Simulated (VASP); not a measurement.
Level of theory: AM05 GGA, VASP's PBE PAW potentials (set 64) (plane waves; VASP).

VASP ran on this input.

File KPOINTS:
```
Automatic
0
Gamma
12 12 12
```

**INCAR**
```
NSW = 60
LCHARG = .FALSE.
ENCUT = 520   ! plane-wave cut-off (eV)
ISMEAR = 1   ! Methfessel-Paxton
GGA = AM
LWAVE = .FALSE.
ALGO = Normal   ! blocked Davidson
EDIFFG = -0.01   ! ionic stop
LASPH = .TRUE.   ! aspherical one-centre terms
LMAXMIX = 4   ! l cut-off of mixed one-centre charges
SYSTEM = ZrC
NELM = 100   ! most electronic steps
EDIFF = 1E-6
IBRION = 2
LREAL = .FALSE.
ISIF = 3   ! ions, shape and volume
PREC = Accurate
SIGMA = 0.1   ! width (eV)
```

File POSCAR:
```
ZrC
1
    0.0000000000     2.3333881856     2.3333881856
    2.3333881856    -0.0000000000     2.3333881856
    2.3333881856     2.3333881856     0.0000000000
Zr C
1 1
Direct
  0.0000000000   0.0000000000   0.0000000000
  0.5000000000   0.5000000000   0.5000000000
```

POTCAR, in this order: Zr_sv C (PBE.64 set). Program: vasp_std.

What VASP printed:

OSZICAR:
```
       N       E                     dE             d eps       ncg     rms          rms(c)
DAV:   1     0.107866499438E+03    0.10787E+03   -0.89793E+03  1728   0.135E+03
DAV:   2    -0.173467014717E+02   -0.12521E+03   -0.11794E+03  2004   0.333E+02
DAV:   3    -0.230058177594E+02   -0.56591E+01   -0.55544E+01  2588   0.633E+01
DAV:   4    -0.231940212651E+02   -0.18820E+00   -0.18810E+00  2212   0.108E+01
DAV:   5    -0.231984339888E+02   -0.44127E-02   -0.44125E-02  2480   0.134E+00    0.225E+01
DAV:   6    -0.202245464732E+02    0.29739E+01   -0.13961E+01  1948   0.267E+01    0.903E+00
DAV:   7    -0.201121149455E+02    0.11243E+00   -0.61108E-01  2036   0.636E+00    0.634E+00
DAV:   8    -0.200970140562E+02    0.15101E-01   -0.12867E-01  1844   0.331E+00    0.127E+00
DAV:   9    -0.200939921571E+02    0.30219E-02   -0.26949E-02  2136   0.108E+00    0.480E-01
DAV:  10    -0.200939896470E+02    0.25101E-05   -0.19963E-03  2000   0.559E-01    0.307E-01
DAV:  11    -0.200938633043E+02    0.12634E-03   -0.51986E-04  1972   0.186E-01    0.213E-02
DAV:  12    -0.200938629986E+02    0.30576E-06   -0.74217E-06  2360   0.335E-02
   1 F= -.20093863E+02 E0= -.20093724E+02  d E =-.200939E+02
```

File OUTCAR:
```
------------------------ aborting loop because EDIFF is reached ----------------------------------------
  FORCE on cell =-STRESS in cart. coord.  units (eV):
  Direction    XX          YY          ZZ          XY          YZ          ZX
  --------------------------------------------------------------------------------------
  Total       -0.0038647     -0.0038647     -0.0038647      0.0000000      0.0000000      0.0000000
  in kB       -0.2436896     -0.2436896     -0.2436896      0.0000000      0.0000000      0.0000000
  external PRESSURE =      -0.2436896 kB  Pullay stress =       0.0000000 kB
  volume of cell :       25.41
      direct lattice vectors                 reciprocal lattice vectors
     0.000000000  2.333388186  2.333388186    -0.214280677  0.214280677  0.214280677
     2.333388186  0.000000000  2.333388186     0.214280677 -0.214280677  0.214280677
     2.333388186  2.333388186  0.000000000     0.214280677  0.214280677 -0.214280677
 POSITION                                       TOTAL-FORCE (eV/Angst)
 -----------------------------------------------------------------------------------
      0.00000      0.00000      0.00000         0.000000      0.000000      0.000000
      2.33339      2.33339      2.33339        -0.000000     -0.000000     -0.000000
 -----------------------------------------------------------------------------------
    total drift:                                0.000000      0.000000      0.000000
  FREE ENERGIE OF THE ION-ELECTRON SYSTEM (eV)
  ---------------------------------------------------
  free  energy   TOTEN  =       -20.0938629986 eV

  energy  without entropy=      -20.0934453391  energy(sigma->0) =      -20.09372378

 reached required accuracy - stopping structural energy minimisation
```
(Selected blocks of OUTCAR.)

**OUTCAR**
```
 val. band max:        9.8144442591   @ k =   0.1667   0.1667   0.0000

 cond. band min:       9.8428593382   @ k =   0.5000   0.5000   0.0000


 Fermi energy:         9.8194266030

 k-point     1 :       0.0000    0.0000    0.0000
  band No.  band energies     occupation
      1     -38.1142      2.00000
      2     -15.8603      2.00000
      3     -15.8603      2.00000
      4     -15.8603      2.00000
      5      -1.5893      2.00000
      6      10.7122     -0.00000
      7      10.7122     -0.00000
      8      10.7122     -0.00000
      9      10.8193     -0.00000
     10      10.8193     -0.00000
     11      10.8193     -0.00000
     12      12.6204      0.00000

 k-point     2 :       0.0833    0.0000    0.0000
  band No.  band energies     occupation
      1     -38.1067      2.00000
      2     -15.9285      2.00000
      3     -15.8661      2.00000
      4     -15.8661      2.00000
      5      -1.4236      2.00000
      6       9.6206      2.01662
      7       9.8825      0.13299
      8       9.8825      0.13299
      9      11.1318     -0.00000
     10      11.1318     -0.00000
     11      11.5540     -0.00000
     12      13.4757      0.00000

 k-point     3 :       0.1667    0.0000    0.0000
  band No.  band energies     occupation
      1     -38.0860      2.00000
      2     -16.1104      2.00000
      3     -15.8820      2.00000
      4     -15.8820      2.00000
      5      -0.9572      2.00000
      6       8.2903      2.00000
      7       8.8317      2.00000
      8       8.8317      2.00000
      9      11.6173     -0.00000
     10      11.6173     -0.00000
     11      12.0613      0.00000
     12      15.0237      0.00000

 k-point     4 :       0.2500    0.0000    0.0000
  band No.  band energies     occupation
      1     -38.0575      2.00000
      2     -16.3492      2.00000
      3     -15.9036      2.00000
      4     -15.9036      2.00000
      5      -0.2696      2.00000
      6       6.9581      2.00000
...
```

The compound is ZrC in the rock salt structure. It was relaxed first. The start is the result of an earlier pass.
